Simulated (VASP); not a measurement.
Level of theory: PBEsol GGA, VASP's PBE PAW potentials (set 64) (plane waves; VASP 6.6.1).

VASP ran on this input.

File KPOINTS:
```
Automatic mesh
0
Gamma
6 6 6
0 0 0
```

**POSCAR**
```
BaTiO3
1
    3.9900000000     0.0000000000     0.0000000000
    0.0000000000     3.9900000000     0.0000000000
    0.0000000000     0.0000000000     4.0400000000
Ba Ti O
1 1 3
Direct
  0.0000000000   0.0000000000   0.0000000000
  0.5000000000   0.5000000000   0.5130000000
  0.5000000000   0.5000000000   0.9770000000
  0.0000000000   0.5000000000   0.4870000000
  0.5000000000   0.0000000000   0.4870000000
```

**INCAR**
```
# general
SYSTEM   =  BaTiO3
PREC     =  Accurate
ENCUT    =  400   # plane-wave cut-off (eV)
LREAL    =  F   # projection in real space or not
LASPH    =  T   # aspherical one-centre terms

# electronic loop
EDIFF    =  1E-6   # SCF stop (eV)
NELM     =  100
ALGO     =  Normal   # blocked Davidson
LMAXMIX  =  4

# smearing
ISMEAR   =  -1   # Fermi-Dirac
SIGMA    =  0.01   # width (eV)

# functional
GGA      =  PS

# ions
ISIF     =  2

# output
LWAVE    =  F
LCHARG   =  F
```

POTCAR, in this order: Ba_sv Ti_sv O (PBE.64 set). Program: vasp_std.

The run wrote:

OUTCAR:
```
 ion  position               nearest neighbor table
   1  0.000  0.000  0.000-   4 2.80   5 2.80   4 2.80   5 2.80   3 2.82   3 2.82   3 2.82   3 2.82
                             4 2.88   5 2.88   5 2.88   4 2.88   2 3.44   2 3.44   2 3.44   2 3.44
   2  0.500  0.500  0.513-   3 1.87   4 2.00   5 2.00   5 2.00   4 2.00   3 2.17   1 3.44   1 3.44
                             1 3.44   1 3.44   1 3.50   1 3.50   1 3.50   1 3.50
   3  0.500  0.500  0.977-   2 1.87   2 2.17   1 2.82   1 2.82   1 2.82   1 2.82
   4  0.000  0.500  0.487-   2 2.00   2 2.00   1 2.80   1 2.80   1 2.88   1 2.88
   5  0.500  0.000  0.487-   2 2.00   2 2.00   1 2.80   1 2.80   1 2.88   1 2.88
  LATTYP: Found a simple tetragonal cell.
 ALAT       =     3.9900000000
 C/A-ratio  =     1.0125313283
 Subroutine PRICEL returns:
 Original cell was already a primitive cell.
 Subroutine GETGRP returns: Found  8 space group operations
The static configuration has the point symmetry C_4v.
The dynamic configuration has the point symmetry C_4v.
 Subroutine INISYM returns: Found  8 space group operations
 Subroutine IBZKPT returns following result:
 Found     40 irreducible k-points:

 Following reciprocal coordinates:
            Coordinates               Weight
  0.000000  0.000000  0.000000      1.000000
  0.166667  0.000000  0.000000      4.000000
  0.333333  0.000000  0.000000      4.000000
  0.500000  0.000000  0.000000      2.000000
  0.166667  0.166667  0.000000      4.000000
  0.333333  0.166667  0.000000      8.000000
  0.500000  0.166667  0.000000      4.000000
  0.333333  0.333333  0.000000      4.000000
  0.500000  0.333333  0.000000      4.000000
  0.500000  0.500000  0.000000      1.000000
  0.000000  0.000000  0.166667      2.000000
  0.166667  0.000000  0.166667      8.000000
  0.333333  0.000000  0.166667      8.000000
  0.500000  0.000000  0.166667      4.000000
  0.166667  0.166667  0.166667      8.000000
  0.333333  0.166667  0.166667     16.000000
  0.500000  0.166667  0.166667      8.000000
  0.333333  0.333333  0.166667      8.000000
  0.500000  0.333333  0.166667      8.000000
  0.500000  0.500000  0.166667      2.000000
  0.000000  0.000000  0.333333      2.000000
  0.166667  0.000000  0.333333      8.000000
  0.333333  0.000000  0.333333      8.000000
  0.500000  0.000000  0.333333      4.000000
  0.166667  0.166667  0.333333      8.000000
  0.333333  0.166667  0.333333     16.000000
  0.500000  0.166667  0.333333      8.000000
  0.333333  0.333333  0.333333      8.000000
  0.500000  0.333333  0.333333      8.000000
  0.500000  0.500000  0.333333      2.000000
  0.000000  0.000000  0.500000      1.000000
  0.166667  0.000000  0.500000      4.000000
  0.333333  0.000000  0.500000      4.000000
  0.500000  0.000000  0.500000      2.000000
  0.166667  0.166667  0.500000      4.000000
  0.333333  0.166667  0.500000      8.000000
  0.500000  0.166667  0.500000      4.000000
  0.333333  0.333333  0.500000      4.000000
  0.500000  0.333333  0.500000      4.000000
  0.500000  0.500000  0.500000      1.000000
   k-points           NKPTS =     40   k-points in BZ     NKDIM =     40   number of bands    NBANDS=     24
   number of dos      NEDOS =    301   number of ions     NIONS =      5
   total plane-waves  NPLWV =  21952
   dimension x,y,z NGX =    28 NGY =   28 NGZ =   28
   dimension x,y,z NGXF=    56 NGYF=   56 NGZF=   56
   ions per type =               1   1   3
   PREC   = accura    normal or accurate (medium, high low for compatibility)
   ISTART =      0    job   : 0-new  1-cont  2-samecut
   ICHARG =      2    charge: 1-file 2-atom 10-const
   ISPIN  =      1    spin polarized calculation?
   LNONCOLLINEAR =      F non collinear calculations
   LSORBIT =      F    spin-orbit coupling
   INIWAV =      1    electr: 0-lowe 1-rand  2-diag
...
```

OSZICAR:
```
       N       E                     dE             d eps       ncg     rms          rms(c)
DAV:   1     0.402397794589E+03    0.40240E+03   -0.18542E+04  1920   0.150E+03
DAV:   2    -0.140390219089E+02   -0.41644E+03   -0.40752E+03  2472   0.441E+02
DAV:   3    -0.505732371394E+02   -0.36534E+02   -0.35899E+02  2904   0.131E+02
DAV:   4    -0.520787301777E+02   -0.15055E+01   -0.15049E+01  2712   0.229E+01
DAV:   5    -0.521276915986E+02   -0.48961E-01   -0.48960E-01  2760   0.307E+00    0.233E+01
DAV:   6    -0.422007432390E+02    0.99269E+01   -0.66806E+01  2976   0.753E+01    0.100E+01
DAV:   7    -0.421988584002E+02    0.18848E-02   -0.10656E+01  2456   0.235E+01    0.661E+00
DAV:   8    -0.420486299459E+02    0.15023E+00   -0.14350E+00  2536   0.116E+01    0.233E+00
DAV:   9    -0.420444566393E+02    0.41733E-02   -0.21233E-01  2384   0.351E+00    0.962E-01
DAV:  10    -0.420410114690E+02    0.34452E-02   -0.88023E-02  2624   0.222E+00    0.677E-01
DAV:  11    -0.420357864653E+02    0.52250E-02   -0.46726E-02  2784   0.158E+00    0.176E-01
DAV:  12    -0.420353263612E+02    0.46010E-03   -0.28204E-03  2304   0.492E-01    0.447E-02
DAV:  13    -0.420353839675E+02   -0.57606E-04   -0.10787E-03  2792   0.256E-01    0.669E-02
DAV:  14    -0.420353192055E+02    0.64762E-04   -0.23470E-04  2488   0.104E-01    0.201E-02
DAV:  15    -0.420353148583E+02    0.43472E-05   -0.32418E-05  2624   0.344E-02    0.403E-03
DAV:  16    -0.420353155266E+02   -0.66834E-06   -0.32214E-06  1968   0.182E-02
   1 F= -.42035316E+02 E0= -.42035316E+02  d E =0.000000E+00
```

### OUTCAR
```
------------------------ aborting loop because EDIFF is reached ----------------------------------------
  FORCE on cell =-STRESS in cart. coord.  units (eV):
  Direction    XX          YY          ZZ          XY          YZ          ZX
  --------------------------------------------------------------------------------------
  Total       -2.6888845     -2.6888845     -2.4942802      0.0000000      0.0000000      0.0000000
  in kB      -66.9816095    -66.9816095    -62.1339085      0.0000000      0.0000000      0.0000000
  external PRESSURE =     -65.3657092 kB  Pullay stress =       0.0000000 kB
  volume of cell :       64.32
      direct lattice vectors                 reciprocal lattice vectors
     3.990000000  0.000000000  0.000000000     0.250626566  0.000000000  0.000000000
     0.000000000  3.990000000  0.000000000     0.000000000  0.250626566  0.000000000
     0.000000000  0.000000000  4.040000000     0.000000000  0.000000000  0.247524752
 POSITION                                       TOTAL-FORCE (eV/Angst)
 -----------------------------------------------------------------------------------
      0.00000      0.00000      0.00000        -0.000000      0.000000     -0.000096
      1.99500      1.99500      2.07252        -0.000000     -0.000000      0.200301
      1.99500      1.99500      3.94708        -0.000000     -0.000000     -0.134827
      0.00000      1.99500      1.96748         0.000000      0.000000     -0.032690
      1.99500      0.00000      1.96748        -0.000000      0.000000     -0.032690
 -----------------------------------------------------------------------------------
    total drift:                                0.000000      0.000000     -0.000291
  FREE ENERGIE OF THE ION-ELECTRON SYSTEM (eV)
  ---------------------------------------------------
  free  energy   TOTEN  =       -42.0353155266 eV

  energy  without entropy=      -42.0353155266  energy(sigma->0) =      -42.03531553
```
(Selected blocks of OUTCAR.)

At this cut-off the stress carries a Pulay error, which pulls relaxed volumes low.

The structure is a typed BaTiO3 crystal. The cell was not relaxed at this level.
